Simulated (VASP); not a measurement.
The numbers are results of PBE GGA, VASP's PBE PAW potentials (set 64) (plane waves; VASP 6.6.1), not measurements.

Input for VASP

POSCAR:
```
Ni3Si
1
    3.5802000000     0.0000000000     0.0000000000
    0.0000000000     3.5802000000     0.0000000000
    0.0000000000     0.0000000000     3.5802000000
Si Ni
1 3
Direct
  0.0000000000   0.0000000000   0.0000000000
  0.0000000000   0.5000000000   0.5000000000
  0.5000000000   0.0000000000   0.5000000000
  0.5000000000   0.5000000000   0.0000000000
```

KPOINTS:
```
Automatic mesh
0
Gamma
8 8 8
0 0 0
```

**INCAR**
```
SIGMA = 0.1   # width (eV)
PREC = Accurate
LCHARG = F
LWAVE = F
LASPH = T
ISIF = 2   # forces and stress, cell fixed
GGA = PE
ISMEAR = 1
LREAL = F   # projection in real space or not
SYSTEM = Ni3Si
EDIFF = 1E-6
ALGO = Normal   # blocked Davidson
ENCUT = 400
NELM = 100   # most electronic steps
LMAXMIX = 4   # l cut-off of mixed one-centre charges
```

POTCAR, in this order: Si Ni (PBE.64 set). Program: vasp_std.

The run wrote:

### OSZICAR
```
       N       E                     dE             d eps       ncg     rms          rms(c)
DAV:   1     0.174279363525E+03    0.17428E+03   -0.13246E+04  1470   0.175E+03
DAV:   2    -0.178870403988E+02   -0.19217E+03   -0.18548E+03  1470   0.338E+02
DAV:   3    -0.269628601283E+02   -0.90758E+01   -0.87139E+01  1677   0.966E+01
DAV:   4    -0.271838427977E+02   -0.22098E+00   -0.22037E+00  1713   0.134E+01
DAV:   5    -0.271920259055E+02   -0.81831E-02   -0.81817E-02  1752   0.241E+00    0.183E+01
DAV:   6    -0.276048479520E+02   -0.41282E+00   -0.58710E+01  1718   0.123E+02    0.183E+01
DAV:   7    -0.236133434065E+02    0.39915E+01   -0.17289E+01  1628   0.685E+01    0.354E+00
DAV:   8    -0.235965470370E+02    0.16796E-01   -0.77221E-01  1513   0.602E+00    0.138E+00
DAV:   9    -0.235793193258E+02    0.17228E-01   -0.36727E-02  1942   0.274E+00    0.557E-01
DAV:  10    -0.235770243982E+02    0.22949E-02   -0.31048E-03  1929   0.433E-01    0.239E-01
DAV:  11    -0.235766114920E+02    0.41291E-03   -0.86037E-04  2243   0.335E-01    0.547E-02
DAV:  12    -0.235765996954E+02    0.11797E-04   -0.12080E-04  1670   0.126E-01    0.144E-02
DAV:  13    -0.235765990696E+02    0.62579E-06   -0.80535E-06  1560   0.185E-02
   1 F= -.23576599E+02 E0= -.23577065E+02  d E =0.139785E-02
```

### OUTCAR
```
------------------------ aborting loop because EDIFF is reached ----------------------------------------
  FORCE on cell =-STRESS in cart. coord.  units (eV):
  Direction    XX          YY          ZZ          XY          YZ          ZX
  --------------------------------------------------------------------------------------
  Total       -3.3894333     -3.3894333     -3.3894333     -0.0000000     -0.0000000     -0.0000000
  in kB     -118.3357064   -118.3357064   -118.3357064     -0.0000000     -0.0000000     -0.0000000
  external PRESSURE =    -118.3357064 kB  Pullay stress =       0.0000000 kB
  volume of cell :       45.89
      direct lattice vectors                 reciprocal lattice vectors
     3.580200000  0.000000000  0.000000000     0.279314005  0.000000000  0.000000000
     0.000000000  3.580200000  0.000000000     0.000000000  0.279314005  0.000000000
     0.000000000  0.000000000  3.580200000     0.000000000  0.000000000  0.279314005
 POSITION                                       TOTAL-FORCE (eV/Angst)
 -----------------------------------------------------------------------------------
      0.00000      0.00000      0.00000         0.000000      0.000000      0.000000
      0.00000      1.79010      1.79010         0.000000      0.000000      0.000000
      1.79010      0.00000      1.79010         0.000000      0.000000      0.000000
      1.79010      1.79010      0.00000         0.000000      0.000000      0.000000
 -----------------------------------------------------------------------------------
    total drift:                                0.000000     -0.000000     -0.000000
  FREE ENERGIE OF THE ION-ELECTRON SYSTEM (eV)
  ---------------------------------------------------
  free  energy   TOTEN  =       -23.5765990696 eV

  energy  without entropy=      -23.5779969204  energy(sigma->0) =      -23.57706502
```
(Selected blocks of OUTCAR.)

### OUTCAR
```
 val. band max:        9.6900638511   @ k =   0.1250   0.1250   0.0000

 cond. band min:       9.7581928184   @ k =   0.5000   0.3750   0.3750


 Fermi energy:         9.7282010775

 k-point     1 :       0.0000    0.0000    0.0000
  band No.  band energies     occupation
      1      -1.6975      2.00000
      2       5.2589      2.00000
      3       6.0569      2.00000
      4       6.0569      2.00000
      5       6.5337      2.00000
      6       6.5337      2.00000
      7       6.5337      2.00000
      8       8.3383      2.00000
      9       8.3383      2.00000
     10       8.3383      2.00000
     11       8.9357      2.00000
     12       8.9357      2.00000
     13       8.9357      2.00000
     14       9.1804      2.00000
     15       9.1804      2.00000
     16       9.4693      2.00154
     17       9.7719      0.33297
     18       9.7719      0.33297
     19       9.7719      0.33297
     20      13.9986      0.00000
     21      15.7848      0.00000

 k-point     2 :       0.1250    0.0000    0.0000
  band No.  band energies     occupation
      1      -1.5249      2.00000
      2       5.2520      2.00000
      3       5.8121      2.00000
      4       6.1761      2.00000
      5       6.5129      2.00000
      6       6.5129      2.00000
      7       6.5818      2.00000
      8       8.0498      2.00000
      9       8.0498      2.00000
     10       8.2867      2.00000
     11       8.4661      2.00000
     12       9.0452      2.00000
     13       9.0452      2.00000
     14       9.1742      2.00000
     15       9.1826      2.00000
     16       9.4020      2.00004
     17       9.7722      0.32935
     18      10.1182     -0.00000
     19      10.1182     -0.00000
     20      14.3563      0.00000
     21      15.7634      0.00000

 k-point     3 :       0.2500    0.0000    0.0000
  band No.  band energies     occupation
      1      -1.0255      2.00000
      2       4.4697      2.00000
      3       5.7855      2.00000
...
```

The compound is Ni3Si in the L1_2 structure. The cell was not relaxed at this level. The run is not spin-polarised, so no magnetic state was tried.
